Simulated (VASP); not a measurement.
Level of theory: AM05 GGA, VASP's PBE PAW potentials (set 64) (plane waves; VASP).

VASP input:

POSCAR:
```
GdN
1
    0.0000000000     2.4380652793     2.4380652793
    2.4380652793     0.0000000000     2.4380652793
    2.4380652793     2.4380652793     0.0000000000
Gd N
1 1
Direct
  0.0000000000   0.0000000000   0.0000000000
  0.5000000000   0.5000000000   0.5000000000
```

INCAR:
```
SYSTEM = GdN
PREC = Accurate; ENCUT = 520; LREAL = .FALSE.
LASPH = .TRUE.
EDIFF = 1E-7; NELM = 100; ALGO = Normal
LMAXMIX = 6
ISMEAR = 1; SIGMA = 0.1
GGA = AM
ISIF = 2
LWAVE = .FALSE.; LCHARG = .FALSE.
```

**KPOINTS**
```
Automatic mesh
0
Gamma
13 13 13
0 0 0
```

POTCAR, in this order: Gd_3 N (PBE.64 set). Program: vasp_std.

### Question
What will the output report for the number of irreducible k-points (NKPTS), largest plane-wave count, number of space-group operations, FFT grid (NGX, NGY, NGZ)?

### Answer

* **number of irreducible k-points (NKPTS)**: 84
* **largest plane-wave count**: 797
* **number of space-group operations**: 48
* **FFT grid (NGX, NGY, NGZ)**: 28 × 28 × 28

The compound is GdN in the rock salt structure. This cell is one point of a volume scan, at 0.97 of the reference volume. The 4f electrons are frozen in the core of the lanthanide potential, so 4f levels, which can set the real gap, and their magnetism are missing.
